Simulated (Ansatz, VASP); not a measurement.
# Cross-check of WC (Qusongite) between VASP and Ansatz

One calculation is typed for both programs; each brings its own data sets. How far apart do they land? The cell is taken from a series of runs on this material, whose earlier steps may have relaxed, scaled, displaced or heated it; both programs get it as it stands.

Program: Ansatz 0.2.0. Level of theory: plane waves, with VASP 6.6.1 beside it; zone-centre phonons at LDA. Results are calculated unless marked as measured.

## (1) The structure

Symmetry: P-6m2, No. 187, hexagonal system. The conventional cell has a = 2.942 Å, b = 2.942 Å, c = 2.791 Å, α = 90.00°, β = 90.00°, γ = 120.00°. C has 6 W at 2.20 Å nearest. Nearest to W lie 6 C at 2.20 Å. Farther neighbours are not listed.

Structure file:

```cif
data_structure
_symmetry_space_group_name_H-M 'P 1'
_symmetry_Int_Tables_number 1
_cell_length_a 2.9416
_cell_length_b 2.9416
_cell_length_c 2.7915
_cell_angle_alpha 90.000
_cell_angle_beta 90.000
_cell_angle_gamma 120.000
_cell_volume 20.92
loop_
_atom_site_label
_atom_site_type_symbol
_atom_site_fract_x
_atom_site_fract_y
_atom_site_fract_z
_atom_site_occupancy
C1 C 0.66667 0.33333 0.50000 1
W2 W 0.00000 0.00000 0.00000 1
```

## (2) VASP: zone-centre phonons, LDA

Second derivatives magnify differences that forces hide, and they need a tight electronic threshold.

Lines of VASP's logs that name or quote its potential files are left out, and so is its time.

The input, INCAR:

```
SYSTEM = WC
PREC = Accurate
ENCUT = 600
EDIFF = 1E-08
NELM = 120
ISMEAR = 1
SIGMA = 0.2
LREAL = .FALSE.
ALGO = Normal
GGA = CA
NBANDS = 11
LASPH = .TRUE.
LORBIT = 11
LWAVE = .FALSE.
LCHARG = .FALSE.
ISIF = 2
IBRION = 8
GGA_COMPAT = .FALSE.
KPAR = 2
```

The input, POSCAR:

```
WC
1.0
    2.9416078680      0.0000000000      0.0000000000
   -1.4708039340      2.5475071417      0.0000000000
    0.0000000000      0.0000000000      2.7914752133
C W
1 1
Direct
    0.6666666667      0.3333333333      0.5000000000
    0.0000000000      0.0000000000      0.0000000000
```

The input, KPOINTS:

```
Automatic mesh
0
Gamma
18 18 16
0 0 0
```

PAW data sets: C and W (LDA family, release 64).

Command:

```bash
$ mpirun -np 2 vasp_std
```

Numbers of over 12 decimals in the logs are rounded to 6 here.

What it wrote:

```text
[banner, memory and clock lines left out]
running    2 mpi-ranks, on    1 nodes
 distrk:  each k-point on    1 cores,    2 groups
 distr:  one band on    1 cores,    1 groups

 POSCAR found type information on POSCAR C W
 POSCAR found :  2 types and       2 ions
 LDA part: xc-table for (Slater(with rela. corr.)+CA(PZ))
 , standard interpolation
 POSCAR, INCAR and KPOINTS ok, starting setup
 FFT: planning ... GRIDC
 FFT: planning ... GRID_SOFT
 FFT: planning ... GRID
 WAVECAR not read
 entering main loop
       N       E                     dE             d eps       ncg     rms          rms(c)
DAV:   1     0.234780609267E+02    0.23478E+02   -0.54631E+03  7326   0.923E+02
DAV:   2    -0.259498670123E+02   -0.49428E+02   -0.47080E+02  8638   0.200E+02
DAV:   3    -0.279464865759E+02   -0.19966E+01   -0.19762E+01  9064   0.342E+01
DAV:   4    -0.279580224442E+02   -0.11536E-01   -0.11532E-01  8014   0.297E+00
DAV:   5    -0.279580607980E+02   -0.38354E-04   -0.38353E-04  8770   0.177E-01    0.332E+01
DAV:   6    -0.249110385943E+02    0.30470E+01   -0.14208E+01  8465   0.225E+01    0.101E+01
DAV:   7    -0.248198589576E+02    0.91180E-01   -0.74507E-01  7513   0.691E+00    0.806E+00
DAV:   8    -0.247758644590E+02    0.43994E-01   -0.13129E-01  8015   0.271E+00    0.259E+00
DAV:   9    -0.247675070579E+02    0.83574E-02   -0.19985E-02  7902   0.903E-01    0.103E-01
DAV:  10    -0.247673995496E+02    0.10751E-03   -0.92649E-04  8312   0.272E-01    0.167E-01
DAV:  11    -0.247673811292E+02    0.18420E-04   -0.98121E-05  8729   0.671E-02    0.763E-03
DAV:  12    -0.247673801213E+02    0.10079E-05   -0.63251E-06  8203   0.173E-02    0.125E-02
DAV:  13    -0.247673800447E+02    0.76505E-07   -0.45976E-07  8349   0.610E-03    0.162E-03
DAV:  14    -0.247673800443E+02    0.42940E-09   -0.12313E-08  5007   0.939E-04
   1 F= -.24767380E+02 E0= -.24767057E+02  d E =-.969554E-03
 Linear response reoptimize wavefunctions to high precision
DAV:   1    -0.247673800453E+02   -0.10015E-08   -0.22318E-09  8045   0.370E-04
DAV:   2    -0.247673800453E+02    0.14779E-11   -0.12927E-11  3834   0.318E-05
 Linear response DOF=           4
 Linear response progress:
  Degree of freedom:   1/  4
       N       E                     dE             d eps       ncg     rms          rms(c)
RMM:   1    -0.119799262761E+00   -0.11980E+00    0.26570E-02 73457   0.208E+00
RMM:   2    -0.115493280229E+00    0.43060E-02   -0.23410E-03 50507   0.439E-01    0.212E-01
RMM:   3    -0.115740089784E+00   -0.24681E-03   -0.49290E-04 47995   0.148E-01    0.111E-01
RMM:   4    -0.116499375545E+00   -0.75929E-03   -0.33847E-04 48393   0.116E-01    0.256E-02
RMM:   5    -0.116468377262E+00    0.30998E-04   -0.45133E-06 52464   0.178E-02    0.106E-03
RMM:   6    -0.116480576818E+00   -0.12200E-04   -0.14917E-07 53042   0.221E-03    0.442E-04
RMM:   7    -0.116477554250E+00    0.30226E-05    0.43658E-08 53491   0.367E-04    0.728E-05
RMM:   8    -0.116477661366E+00   -0.10712E-06    0.99835E-08 55390   0.611E-05    0.275E-05
RMM:   9    -0.116477579608E+00    0.81759E-07   -0.20831E-08 55486   0.165E-05    0.430E-06
RMM:  10    -0.116477564087E+00    0.15521E-07   -0.37476E-10 52163   0.473E-06    0.100E-06
RMM:  11    -0.116477561987E+00    0.20996E-08   -0.13093E-09 33066   0.292E-06    0.285E-07
 first order change of Fermi-energy   0.60562E-05
 force on displaced ion       1 direction 1 : -15.445   0.002   0.000
 Linear response progress:
  Degree of freedom:   2/  4
       N       E                     dE             d eps       ncg     rms          rms(c)
RMM:   1    -0.122688574005E+00   -0.12269E+00    0.29084E-02 25715   0.213E+00
RMM:   2    -0.118845884752E+00    0.38427E-02   -0.25608E-03 17906   0.461E-01    0.186E-01
RMM:   3    -0.118975655909E+00   -0.12977E-03   -0.76321E-04 16916   0.179E-01    0.898E-02
RMM:   4    -0.119855213720E+00   -0.87956E-03   -0.52554E-04 17280   0.137E-01    0.203E-02
RMM:   5    -0.119848615131E+00    0.65986E-05   -0.81880E-06 18401   0.215E-02    0.264E-03
RMM:   6    -0.119873720960E+00   -0.25106E-04   -0.47344E-07 18114   0.439E-03    0.484E-04
RMM:   7    -0.119873725249E+00   -0.42890E-08   -0.60447E-09 18919   0.561E-04    0.224E-04
 first order change of Fermi-energy   0.22987E-03
 force on displaced ion       1 direction 3 :   0.000   0.000 -13.926
 Linear response progress:
  Degree of freedom:   3/  4
       N       E                     dE             d eps       ncg     rms          rms(c)
RMM:   1    -0.110958672288E+00   -0.11096E+00   -0.86206E-02 64215   0.186E+00
RMM:   2    -0.108053513091E+00    0.29052E-02   -0.17473E-03 49625   0.325E-01    0.204E-01
RMM:   3    -0.107194309817E+00    0.85920E-03   -0.30185E-04 51741   0.109E-01    0.119E-01
RMM:   4    -0.106826442521E+00    0.36787E-03   -0.46186E-04 51760   0.132E-01    0.177E-02
RMM:   5    -0.106855056659E+00   -0.28614E-04   -0.14558E-06 53790   0.146E-02    0.348E-03
RMM:   6    -0.106860037568E+00   -0.49809E-05   -0.59699E-08 53716   0.153E-03    0.111E-03
RMM:   7    -0.106861075419E+00   -0.10379E-05   -0.12072E-08 54037   0.676E-04    0.148E-04
RMM:   8    -0.106860358010E+00    0.71741E-06    0.61310E-08 56074   0.135E-04    0.206E-05
RMM:   9    -0.106860352765E+00    0.52454E-08   -0.84110E-09 55965   0.254E-05    0.524E-06
 first order change of Fermi-energy  -0.57868E-04
 force on displaced ion       2 direction 1 : -15.448   0.002   0.000
 Linear response progress:
  Degree of freedom:   4/  4
       N       E                     dE             d eps       ncg     rms          rms(c)
RMM:   1    -0.114827175667E+00   -0.11483E+00   -0.93065E-02 23483   0.192E+00
RMM:   2    -0.111359564638E+00    0.34676E-02   -0.20910E-03 17529   0.367E-01    0.167E-01
RMM:   3    -0.110715807987E+00    0.64376E-03   -0.21998E-04 18245   0.102E-01    0.926E-02
RMM:   4    -0.110598751909E+00    0.11706E-03   -0.36687E-04 17942   0.126E-01    0.135E-02
RMM:   5    -0.110623618818E+00   -0.24867E-04   -0.26959E-06 19011   0.122E-02    0.368E-03
RMM:   6    -0.110634803594E+00   -0.11185E-04   -0.49024E-08 18925   0.150E-03    0.113E-03
RMM:   7    -0.110637304553E+00   -0.25010E-05   -0.95684E-09 18966   0.653E-04    0.223E-04
RMM:   8    -0.110637304857E+00   -0.30339E-09   -0.52816E-09 19498   0.115E-04    0.821E-05
 first order change of Fermi-energy  -0.40121E-03
 force on displaced ion       2 direction 3 :  -0.000   0.000 -13.932
 Linear response finished
```

Parts of OUTCAR (step 2):

```text
ion  position               nearest neighbor table
   1  0.667  0.333  0.500-   2 2.20   2 2.20   2 2.20   2 2.20   2 2.20   2 2.20
   2  0.000  0.000  0.000-   1 2.20   1 2.20   1 2.20   1 2.20   1 2.20   1 2.20

  LATTYP: Found a hexagonal cell.
 ALAT       =     2.9416078680
 C/A-ratio  =     0.9489623834

 Subroutine GETGRP returns: Found 12 space group operations
 (whereof 12 operations were pure point group operations)

The static configuration has the point symmetry D_3h.

 Found    333 irreducible k-points:

   k-points           NKPTS =    333   k-points in BZ     NKDIM =    333   number of bands    NBANDS=     11

   dimension x,y,z NGX =    24 NGY =   24 NGZ =   24
   dimension x,y,z NGXF=    48 NGYF=   48 NGZF=   48

   ENCUT  =  600.0 eV  44.10 Ry    6.64 a.u.   5.88  5.88  5.58*2*pi/ulx,y,z

   NELECT =      10.0000    total number of electrons

 k-points in reciprocal lattice and weights: Automatic mesh
   0.00000000  0.00000000  0.00000000       0.000
   0.05555556 -0.00000000  0.00000000       0.001
   0.11111111 -0.00000000  0.00000000       0.001
   0.16666667 -0.00000000  0.00000000       0.001
   0.22222222 -0.00000000  0.00000000       0.001
   0.27777778  0.00000000  0.00000000       0.001
   0.33333333  0.00000000  0.00000000       0.001
   0.38888889 -0.00000000  0.00000000       0.001
   0.44444444 -0.00000000  0.00000000       0.001
[...]
0.33333333  0.27777778  0.50000000       0.002
   0.33333333  0.33333333  0.50000000       0.000

 average (electrostatic) potential at core
       1 -50.3454       2 -37.6916

  Total       -2.1938884     -2.1938884      0.0139978     -0.0000000      0.0000000      0.0000000
  in kB     -168.0316725   -168.0316725      1.0721048     -0.0000000      0.0000000      0.0000000
  external PRESSURE =    -111.6637467 kB  Pullay stress =       0.0000000 kB

  energy-cutoff  :      600.00
  volume of cell :       20.92
      direct lattice vectors                 reciprocal lattice vectors
     2.941607868  0.000000000  0.000000000     0.339950138  0.196270304  0.000000000
    -1.470803934  2.547507142  0.000000000     0.000000000  0.392540607  0.000000000
     0.000000000  0.000000000  2.791475213     0.000000000  0.000000000  0.358233523

 POSITION                                       TOTAL-FORCE (eV/Angst)
 -----------------------------------------------------------------------------------
      1.47080      0.84917      1.39574         0.000000     -0.000000      0.000000
      0.00000      0.00000      0.00000        -0.000000      0.000000      0.000000
 -----------------------------------------------------------------------------------
    total drift:                               -0.000000      0.000000      0.000000

 Eigenvectors and eigenvalues of the dynamical matrix
 ----------------------------------------------------

   1 f  =   18.298006 THz   114.969765 2PiTHz  610.355797 cm-1    75.674440 meV
             X         Y         Z           dx          dy          dz
      1.470804  0.849169  1.395738     0.000000   -0.968848    0.000000
      0.000000  0.000000  0.000000     0.000000    0.247658    0.000000

   2 f  =   18.298006 THz   114.969765 2PiTHz  610.355797 cm-1    75.674440 meV
             X         Y         Z           dx          dy          dz
      1.470804  0.849169  1.395738    -0.968848   -0.000000    0.000000
      0.000000  0.000000  0.000000     0.247658   -0.000000    0.000000

   3 f  =   17.375171 THz   109.171418 2PiTHz  579.573315 cm-1    71.857900 meV
             X         Y         Z           dx          dy          dz
      1.470804  0.849169  1.395738     0.000000    0.000000    0.968840
      0.000000  0.000000  0.000000     0.000000    0.000000   -0.247686

   4 f/i=    0.000393 THz     0.002466 2PiTHz    0.013094 cm-1     0.001623 meV
             X         Y         Z           dx          dy          dz
      1.470804  0.849169  1.395738    -0.118994   -0.217198    0.000000
      0.000000  0.000000  0.000000    -0.465508   -0.849687    0.000000

   5 f/i=    0.000393 THz     0.002466 2PiTHz    0.013094 cm-1     0.001623 meV
             X         Y         Z           dx          dy          dz
      1.470804  0.849169  1.395738     0.217198   -0.118994    0.000000
      0.000000  0.000000  0.000000     0.849687   -0.465508    0.000000

   6 f/i=    0.000878 THz     0.005519 2PiTHz    0.029301 cm-1     0.003633 meV
             X         Y         Z           dx          dy          dz
      1.470804  0.849169  1.395738     0.000000    0.000000   -0.247686
      0.000000  0.000000  0.000000     0.000000    0.000000   -0.968840

 ELASTIC MODULI CONTR FROM IONIC RELAXATION (kBar)
 Direction    XX          YY          ZZ          XY          YZ          ZX
 --------------------------------------------------------------------------------
 XX        -118.6394    118.6394      0.0000      0.0000      0.0000      0.0000
 YY         118.6394   -118.6394      0.0000     -0.0000      0.0000      0.0000
 ZZ           0.0000      0.0000      0.0000      0.0000      0.0000      0.0000
 XY           0.0000     -0.0000      0.0000   -118.6394      0.0000      0.0000
 YZ           0.0000      0.0000      0.0000      0.0000      0.0000      0.0000
 ZX           0.0000      0.0000      0.0000      0.0000      0.0000      0.0000
 --------------------------------------------------------------------------------
```

The data set W keeps the semicore shell frozen, which is cheaper and a little less accurate.

(Continued in part 2 of 2.)

[Lines on the potential files, build, host, timing and source positions are cut from VASP's logs without a mark.]

[Logs are printed without paths, hosts, clocks, repeated set-up lines and the standing remarks that a program may print on its own settings, such as how far it seeks lower states.]

[Hosts, paths, dates, database ids (printed as entryN), source tags and the programs' standing remarks are cut or masked in the printed files.]
